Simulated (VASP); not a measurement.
# EuAl4Si2Rh (P4/mmm) in VASP: further runs

Runs on EuAl4Si2Rh. Level: PBEsol+U. Tasks: electric field gradients.

Program: VASP 6.6.1. These are calculated values, not measurements. Logs are shortened: lines on timing, memory, paths and dates and some standing lists are left out, and cuts for length are marked.

### 1 The crystal as given

Symmetry: P4/mmm, No. 123, tetragonal system. The conventional cell has a = 4.176 Å, b = 4.176 Å, c = 8.289 Å, α = 90.00°, β = 90.00°, γ = 90.00°. Around Eu (site symmetry 4/mmm) lie 8 Si at 3.18 Å and 8 Al at 3.45 Å. Al (site symmetry 2mm) has 2 Rh at 2.51 Å and 2 Si at 2.61 Å and 1 Al at 2.79 Å as nearest neighbours. Si (site symmetry 4mm) has 1 Si at 2.36 Å and 4 Al at 2.61 Å as nearest neighbours. Rh (site symmetry 4/mmm) has 8 Al at 2.51 Å as nearest neighbours.

### 2 Electric field gradients, PBEsol+U, collinear spin, ferromagnetic start

INCAR

```
SYSTEM = EuAl4Si2Rh
PREC     = Accurate       ! precision mode
ENCUT    = 520            ! plane-wave cutoff, eV
EDIFF    = 1E-7           ! SCF threshold, eV
ISMEAR   = -1             ! smearing method
SIGMA    = 0.02           ! smearing width, eV
LREAL    = .False.        ! projectors in reciprocal space
LASPH    = .True.         ! aspherical terms in the spheres
NELM     = 120            ! most SCF steps
ALGO     = Normal         ! electronic algorithm
ISIF     = 2              ! what is computed and relaxed
LWAVE    = .False.        ! write WAVECAR
LCHARG   = .False.        ! write CHGCAR
ISPIN    = 2              ! spin polarisation
MAGMOM   = 7 0 0 0 0 0 0 0 ! initial moments
LORBIT   = 11             ! projections on sites
LMAXMIX  = 6              ! l up to which the mixer works
LDAU     = .True.         ! DFT+U
LDAUTYPE = 2            
LDAUL    = 3 -1 -1 -1     ! shell
LDAUU    = 6 0 0 0        ! U, eV
LDAUJ    = 0 0 0 0      
LDAUPRINT= 1            
GGA      = PS             ! functional
LEFG     = .True.
```

KPOINTS

```
Automatic mesh
0
Gamma
  8 8 4
  0 0 0
```

POSCAR

```
EuAl4Si2Rh
1.0
    4.1760000000      0.0000000000      0.0000000000
    0.0000000000      4.1760000000      0.0000000000
    0.0000000000      0.0000000000      8.2890000000
Eu Al Si Rh
1 4 2 1
Direct
    0.0000000000      0.0000000000      0.5000000000
    0.0000000000      0.5000000000      0.1680000000
    0.5000000000      0.0000000000      0.1680000000
    0.0000000000      0.5000000000      0.8320000000
    0.5000000000      0.0000000000      0.8320000000
    0.5000000000      0.5000000000      0.3574000000
    0.5000000000      0.5000000000      0.6426000000
    0.0000000000      0.0000000000      0.0000000000
```

Potentials or basis: VASP PAW PBE potentials, release 64 (Eu, Al, Si, Rh_pv).

Command:

```console
cat potpaw_PBE.64/Eu/POTCAR potpaw_PBE.64/Al/POTCAR potpaw_PBE.64/Si/POTCAR potpaw_PBE.64/Rh_pv/POTCAR > POTCAR
mpirun -np 1 vasp_std > vasp.out
```

OUTCAR:

```text
SYSTEM = EuAl4Si2Rh
   PREC = Accurate
   ENCUT = 520
   EDIFF = 1E-7
   ISMEAR = -1
   LREAL = .False.
   LASPH = .True.
   NELM = 120
   ISIF = 2
   ISPIN = 2
   LORBIT = 11
   GGA = PS

 ion  position               nearest neighbor table
   1  0.000  0.000  0.500-   6 3.18   7 3.18   6 3.18   7 3.18   6 3.18   7 3.18   6 3.18   7 3.18
                             4 3.45   5 3.45   3 3.45   5 3.45   2 3.45   3 3.45   2 3.45   4 3.45
   2  0.000  0.500  0.168-   8 2.51   8 2.51   6 2.61   6 2.61   4 2.79   3 2.95   3 2.95   3 2.95
                             3 2.95   1 3.45   1 3.45
   3  0.500  0.000  0.168-   8 2.51   8 2.51   6 2.61   6 2.61   5 2.79   2 2.95   2 2.95   2 2.95
                             2 2.95   1 3.45   1 3.45
   4  0.000  0.500  0.832-   8 2.51   8 2.51   7 2.61   7 2.61   2 2.79   5 2.95   5 2.95   5 2.95
                             5 2.95   1 3.45   1 3.45
   5  0.500  0.000  0.832-   8 2.51   8 2.51   7 2.61   7 2.61   3 2.79   4 2.95   4 2.95   4 2.95
                             4 2.95   1 3.45   1 3.45
   6  0.500  0.500  0.357-   7 2.36   3 2.61   2 2.61   3 2.61   2 2.61   1 3.18   1 3.18   1 3.18
                             1 3.18
   7  0.500  0.500  0.643-   6 2.36   5 2.61   4 2.61   5 2.61   4 2.61   1 3.18   1 3.18   1 3.18
                             1 3.18
   8  0.000  0.000  0.000-   2 2.51   3 2.51   4 2.51   5 2.51   2 2.51   4 2.51   3 2.51   5 2.51

  LATTYP: Found a simple tetragonal cell.
 ALAT       =     4.1760000000
 C/A-ratio  =     1.9849137931

  Lattice vectors:

 A1 = (   4.1760000000,   0.0000000000,   0.0000000000)
 A2 = (   0.0000000000,   4.1760000000,   0.0000000000)
 A3 = (   0.0000000000,   0.0000000000,   8.2890000000)

Analysis of symmetry for initial positions (statically):
=====================================================================
 Subroutine PRICEL returns:
 Original cell was already a primitive cell.

 Routine SETGRP: Setting up the symmetry group for a
 simple tetragonal supercell.

 Subroutine GETGRP returns: Found 16 space group operations
 (whereof 16 operations were pure point group operations)
 out of a pool of 16 trial point group operations.

The static configuration has the point symmetry D_4h.

Analysis of symmetry for dynamics (positions and initial velocities):
=====================================================================
 Subroutine PRICEL returns:
 Original cell was already a primitive cell.
[... 2089 lines left out ...]
      0.00000      2.08800      1.39255        -0.000000      0.000000     -0.023625
      2.08800      0.00000      1.39255         0.000000     -0.000000     -0.023625
      0.00000      2.08800      6.89645        -0.000000     -0.000000      0.023625
      2.08800      0.00000      6.89645        -0.000000     -0.000000      0.023625
      2.08800      2.08800      2.96249        -0.000000      0.000000      0.019362
      2.08800      2.08800      5.32651        -0.000000     -0.000000     -0.019362
      0.00000      0.00000      0.00000        -0.000000      0.000000      0.000000
 -----------------------------------------------------------------------------------
    total drift:                               -0.000000      0.000000      0.000000

  FREE ENERGIE OF THE ION-ELECTRON SYSTEM (eV)
  ---------------------------------------------------
  free  energy   TOTEN  =       -51.6066896872 eV

  energy  without entropy=      -51.6035257600  energy(sigma->0) =      -51.60510772

 Electric field gradients (V/A^2)
---------------------------------------------------------------------
 ion       V_xx      V_yy      V_zz      V_xy      V_xz      V_yz
---------------------------------------------------------------------
   1     -29.831   -29.831    59.662     0.000     0.000    -0.000
   2      23.264   -21.019    -2.245     0.000    -0.000     0.000
   3     -21.019    23.264    -2.245    -0.000    -0.000    -0.000
   4      23.264   -21.019    -2.245     0.000     0.000     0.000
   5     -21.019    23.264    -2.245     0.000     0.000    -0.000
   6      -4.310    -4.310     8.621     0.000     0.000     0.000
   7      -4.310    -4.310     8.621     0.000     0.000     0.000
   8      10.701    10.701   -21.402     0.000     0.000    -0.000
---------------------------------------------------------------------

 Electric field gradients after diagonalization (V/A^2)
 (convention: |V_zz| > |V_xx| > |V_yy|)
----------------------------------------------------------------------
 ion       V_xx      V_yy      V_zz     asymmetry (V_yy - V_xx)/ V_zz
----------------------------------------------------------------------
   1     -29.831   -29.831    59.662       0.000
   2     -21.019    -2.245    23.264       0.807
   3     -21.019    -2.245    23.264       0.807
   4     -21.019    -2.245    23.264       0.807
   5     -21.019    -2.245    23.264       0.807
   6      -4.310    -4.310     8.621       0.000
   7      -4.310    -4.310     8.621       0.000
   8      10.701    10.701   -21.402       0.000
----------------------------------------------------------------------

           NMR quadrupolar parameters

 Cq : quadrupolar parameter    Cq=e*Q*V_zz/h
 eta: asymmetry parameters     (V_yy - V_xx)/ V_zz
 Q  : nuclear electric quadrupole moment in mb (millibarn)
----------------------------------------------------------------------
 ion       Cq(MHz)       eta       Q (mb)
----------------------------------------------------------------------
   1       0.144       0.000       1.000
   2       0.056       0.807       1.000
   3       0.056       0.807       1.000
   4       0.056       0.807       1.000
   5       0.056       0.807       1.000
   6       0.021       0.000       1.000
   7       0.021       0.000       1.000
   8      -0.052       0.000       1.000
----------------------------------------------------------------------

 total charge

# of ion       s       p       d       f       tot
--------------------------------------------------
    1        2.025   5.726   0.371   6.766  14.888
    2        0.403   0.368   0.000   0.000   0.771
    3        0.403   0.368   0.000   0.000   0.771
    4        0.403   0.368   0.000   0.000   0.771
    5        0.403   0.368   0.000   0.000   0.771
    6        0.762   0.923   0.000   0.000   1.685
    7        0.762   0.923   0.000   0.000   1.685
    8        0.442   6.345   7.346   0.000  14.133
--------------------------------------------------
tot          5.605  15.388   7.717   6.766  35.476

 magnetization (x)

# of ion       s       p       d       f       tot
--------------------------------------------------
    1       -0.012  -0.100   0.070   6.747   6.704
    2       -0.001  -0.001   0.000   0.000  -0.002
    3       -0.001  -0.001   0.000   0.000  -0.002
    4       -0.001  -0.001   0.000   0.000  -0.002
    5       -0.001  -0.001   0.000   0.000  -0.002
    6       -0.004  -0.009   0.000   0.000  -0.014
    7       -0.004  -0.009   0.000   0.000  -0.014
    8       -0.002  -0.003   0.002   0.000  -0.003
--------------------------------------------------
tot         -0.028  -0.126   0.072   6.747   6.664
```

OSZICAR:

```text
N       E                     dE             d eps       ncg     rms          rms(c)
DAV:   1     0.332967028921E+03    0.33297E+03   -0.22118E+04  9744   0.426E+03
DAV:   2     0.765339070723E+01   -0.32531E+03   -0.29753E+03  9245   0.563E+02
DAV:   3    -0.413871193962E+02   -0.49041E+02   -0.47369E+02  9915   0.157E+02
DAV:   4    -0.459228249375E+02   -0.45357E+01   -0.44872E+01 12036   0.422E+01
[... 10 lines left out ...]
DAV:  15    -0.516066934701E+02   -0.39127E-05   -0.11855E-04 10528   0.190E-01    0.552E-02
DAV:  16    -0.516066893375E+02    0.41327E-05   -0.36968E-05 10928   0.123E-01    0.501E-02
DAV:  17    -0.516066896838E+02   -0.34630E-06   -0.84115E-06  9768   0.150E-02    0.202E-02
DAV:  18    -0.516066896789E+02    0.48212E-08   -0.12702E-06  7928   0.132E-02    0.115E-02
DAV:  19    -0.516066896872E+02   -0.83010E-08   -0.29709E-07  5845   0.476E-03
   1 F= -.51606690E+02 E0= -.51605108E+02  d E =-.316393E-02  mag=     7.0188
```

stdout:

```text
POSCAR found type information on POSCAR EuAlSiRh
 POSCAR found :  4 types and       8 ions
 scaLAPACK will be used
 -----------------------------------------------------------------------------
|                                                                             |
|                                                                             |
|     You enforced a specific xc type in the INCAR file but a different       |
|     I HOPE YOU KNOW WHAT YOU ARE DOING!                                     |
|                                                                             |
 -----------------------------------------------------------------------------

 LDA part: xc-table for (Slater+PW92), standard interpolation
 POSCAR, INCAR and KPOINTS ok, starting setup
 FFT: planning ... GRIDC
 FFT: planning ... GRID_SOFT
 FFT: planning ... GRID
 WAVECAR not read
 entering main loop
ion   1

ion   2

ion   3

ion   4

ion   5

ion   6

ion   7

ion   8
```

It took 5.8 min on 1 thread of Intel Xeon 6975P-C (Granite Rapids), shared host; peak memory 0.58 GiB.

What came out:

```
Free energy                                           : -51.6067 eV
Pressure                                              : -1.4 GPa
Largest force                                         : 0.024 eV/Å
Band gap on the k mesh                                : none (metal or under the smearing width)
Net moment                                            : 7.02 μB per cell
Site moments                                          : Eu +6.70; Al -0.00; Si -0.01; Rh -0.00 μB
Valence electrons inside the program's atomic spheres : Eu 14.89; Al 0.77; Si 1.69; Rh 14.13
```

Forces on the atoms (eV/Å):
```
Eu   0.000  0.000  0.000
Al   0.000  0.000 -0.024
Al   0.000  0.000 -0.024
Al   0.000  0.000  0.024
Al   0.000  0.000  0.024
Si   0.000  0.000  0.019
Si   0.000  0.000 -0.019
Rh   0.000  0.000  0.000
```

Stress tensor (GPa, compression positive):
```
-1.32  0.00  0.00
 0.00 -1.32  0.00
 0.00  0.00 -1.57
```

Electric field gradients, principal values (V/Å²):
```
atom      Vxx      Vyy      Vzz
1 Eu  -29.831  -29.831   59.662
2 Al   -2.245  -21.019   23.264
3 Al   -2.245  -21.019   23.264
4 Al   -2.245  -21.019   23.264
5 Al   -2.245  -21.019   23.264
6 Si   -4.310   -4.310    8.621
7 Si   -4.310   -4.310    8.621
8 Rh   10.701   10.701  -21.402
```

Eigenvalues of the final occupation matrices:
| site | spin | trace | eigenvalues |
| --- | --- | --- | --- |
| site 1 f | 1 | 6.76 | 0.96 0.96 0.96 0.97 0.97 0.97 0.98 |
| site 1 f | 2 | 0.01 | 0.00 0.00 0.00 0.00 0.00 0.00 0.00 |

Caveat: the PAW data sets were made with another functional, which shifts forces and pressure a little; spin-orbit coupling is left out, which moves the levels of the heavy elements. The state reached can hang on the start; a lower one may exist.

### 3 Electric field gradients, PBEsol+U, collinear spin, ferromagnetic start

Changes to INCAR since step 2:

```diff
@@ -2,3 +2,3 @@
 PREC     = Accurate       ! precision mode
-ENCUT    = 520            ! plane-wave cutoff, eV
+ENCUT    = 700            ! plane-wave cutoff, eV
 EDIFF    = 1E-7           ! SCF threshold, eV
```

KPOINTS

```
Automatic mesh
0
Gamma
  6 6 3
  0 0 0
```

POSCAR is that of step 2.

Potentials or basis: VASP PAW PBE potentials, release 64 (Eu, Al, Si, Rh_pv).

Command:

```console
cat potpaw_PBE.64/Eu/POTCAR potpaw_PBE.64/Al/POTCAR potpaw_PBE.64/Si/POTCAR potpaw_PBE.64/Rh_pv/POTCAR > POTCAR
mpirun -np 1 vasp_std > vasp.out
```

OUTCAR:

```text
SYSTEM = EuAl4Si2Rh
   PREC = Accurate
   ENCUT = 700
   EDIFF = 1E-7
   ISMEAR = -1
   LREAL = .False.
   LASPH = .True.
   NELM = 120
   ISIF = 2
   ISPIN = 2
   LORBIT = 11
   GGA = PS

 ion  position               nearest neighbor table
   1  0.000  0.000  0.500-   6 3.18   7 3.18   6 3.18   7 3.18   6 3.18   7 3.18   6 3.18   7 3.18
                             4 3.45   5 3.45   3 3.45   5 3.45   2 3.45   3 3.45   2 3.45   4 3.45
   2  0.000  0.500  0.168-   8 2.51   8 2.51   6 2.61   6 2.61   4 2.79   3 2.95   3 2.95   3 2.95
                             3 2.95   1 3.45   1 3.45
   3  0.500  0.000  0.168-   8 2.51   8 2.51   6 2.61   6 2.61   5 2.79   2 2.95   2 2.95   2 2.95
                             2 2.95   1 3.45   1 3.45
   4  0.000  0.500  0.832-   8 2.51   8 2.51   7 2.61   7 2.61   2 2.79   5 2.95   5 2.95   5 2.95
                             5 2.95   1 3.45   1 3.45
   5  0.500  0.000  0.832-   8 2.51   8 2.51   7 2.61   7 2.61   3 2.79   4 2.95   4 2.95   4 2.95
                             4 2.95   1 3.45   1 3.45
   6  0.500  0.500  0.357-   7 2.36   3 2.61   2 2.61   3 2.61   2 2.61   1 3.18   1 3.18   1 3.18
                             1 3.18
   7  0.500  0.500  0.643-   6 2.36   5 2.61   4 2.61   5 2.61   4 2.61   1 3.18   1 3.18   1 3.18
                             1 3.18
   8  0.000  0.000  0.000-   2 2.51   3 2.51   4 2.51   5 2.51   2 2.51   4 2.51   3 2.51   5 2.51

  LATTYP: Found a simple tetragonal cell.
 ALAT       =     4.1760000000
 C/A-ratio  =     1.9849137931

  Lattice vectors:
[... 1835 lines left out ...]
   2     -21.850    -1.469    23.319       0.874
   3     -21.850    -1.469    23.319       0.874
   4     -21.850    -1.469    23.319       0.874
   5     -21.850    -1.469    23.319       0.874
   6      -4.766    -4.766     9.533       0.000
   7      -4.766    -4.766     9.533       0.000
   8      10.918    10.918   -21.835       0.000
----------------------------------------------------------------------

           NMR quadrupolar parameters

 Cq : quadrupolar parameter    Cq=e*Q*V_zz/h
 eta: asymmetry parameters     (V_yy - V_xx)/ V_zz
 Q  : nuclear electric quadrupole moment in mb (millibarn)
----------------------------------------------------------------------
 ion       Cq(MHz)       eta       Q (mb)
----------------------------------------------------------------------
   1       0.139       0.000       1.000
   2       0.056       0.874       1.000
   3       0.056       0.874       1.000
   4       0.056       0.874       1.000
   5       0.056       0.874       1.000
   6       0.023       0.000       1.000
   7       0.023       0.000       1.000
   8      -0.053       0.000       1.000
----------------------------------------------------------------------

 total charge

# of ion       s       p       d       f       tot
--------------------------------------------------
    1        2.026   5.727   0.366   6.767  14.886
    2        0.404   0.368   0.000   0.000   0.772
    3        0.404   0.368   0.000   0.000   0.772
    4        0.404   0.368   0.000   0.000   0.772
    5        0.404   0.368   0.000   0.000   0.772
    6        0.763   0.922   0.000   0.000   1.685
    7        0.763   0.922   0.000   0.000   1.685
    8        0.442   6.344   7.349   0.000  14.135
--------------------------------------------------
tot          5.610  15.385   7.716   6.767  35.478

 magnetization (x)

# of ion       s       p       d       f       tot
--------------------------------------------------
    1       -0.012  -0.099   0.068   6.747   6.704
    2       -0.002  -0.001   0.000   0.000  -0.003
    3       -0.002  -0.001   0.000   0.000  -0.003
    4       -0.002  -0.001   0.000   0.000  -0.003
    5       -0.002  -0.001   0.000   0.000  -0.003
    6       -0.004  -0.009   0.000   0.000  -0.013
    7       -0.004  -0.009   0.000   0.000  -0.013
    8       -0.002  -0.004   0.000   0.000  -0.005
--------------------------------------------------
tot         -0.030  -0.126   0.068   6.747   6.659
```

stdout:

```text
POSCAR found type information on POSCAR EuAlSiRh
 POSCAR found :  4 types and       8 ions
 scaLAPACK will be used
 -----------------------------------------------------------------------------
|                                                                             |
|                                                                             |
|     You enforced a specific xc type in the INCAR file but a different       |
|     I HOPE YOU KNOW WHAT YOU ARE DOING!                                     |
|                                                                             |
 -----------------------------------------------------------------------------

 LDA part: xc-table for (Slater+PW92), standard interpolation
 POSCAR, INCAR and KPOINTS ok, starting setup
 FFT: planning ... GRIDC
 FFT: planning ... GRID_SOFT
 FFT: planning ... GRID
 WAVECAR not read
 entering main loop
ion   1

ion   2

ion   3

ion   4

ion   5

ion   6

ion   7

ion   8
```

It took 4.6 min on 1 thread of Intel Xeon 6975P-C (Granite Rapids), shared host; peak memory 0.56 GiB.

Results:

| Item | Value |
| --- | --- |
| Free energy | -51.6013 eV |
| Pressure | -1.3 GPa |
| Largest force | 0.011 eV/Å |
| Band gap on the k mesh | none (metal or under the smearing width) |
| Net moment | 7.00 μB per cell |
| Site moments | Eu +6.70; Al -0.00; Si -0.01; Rh -0.01 μB |
| Valence electrons inside the program's atomic spheres | Eu 14.89; Al 0.77; Si 1.69; Rh 14.13 |

Forces on the atoms (eV/Å):
```
Eu   0.000  0.000  0.000
Al   0.000  0.000  0.011
Al   0.000  0.000  0.011
Al   0.000  0.000 -0.011
Al   0.000  0.000 -0.011
Si   0.000  0.000 -0.005
Si   0.000  0.000  0.005
Rh   0.000  0.000  0.000
```

Stress tensor (GPa, compression positive):
```
-1.03  0.00  0.00
 0.00 -1.03  0.00
 0.00  0.00 -1.72
```

Electric field gradients, principal values (V/Å²):
| atom | Vxx | Vyy | Vzz |
| --- | --- | --- | --- |
| 1 Eu | -28.809 | -28.809 | 57.617 |
| 2 Al | -1.469 | -21.850 | 23.319 |
| 3 Al | -1.469 | -21.850 | 23.319 |
| 4 Al | -1.469 | -21.850 | 23.319 |
| 5 Al | -1.469 | -21.850 | 23.319 |
| 6 Si | -4.766 | -4.766 | 9.533 |
| 7 Si | -4.766 | -4.766 | 9.533 |
| 8 Rh | 10.918 | 10.918 | -21.835 |

Eigenvalues of the final occupation matrices:
```csv
site,spin,trace,eigenvalues
site 1 f,1,6.76,0.96 0.96 0.96 0.97 0.97 0.97 0.98
site 1 f,2,0.01,0.00 0.00 0.00 0.00 0.00 0.00 0.00
```

Caveat: the PAW data sets were made with another functional, which shifts forces and pressure a little; spin-orbit coupling is left out, which moves the levels of the heavy elements. The state reached can hang on the start; a lower one may exist.

(Continued in part 2 of 2.)
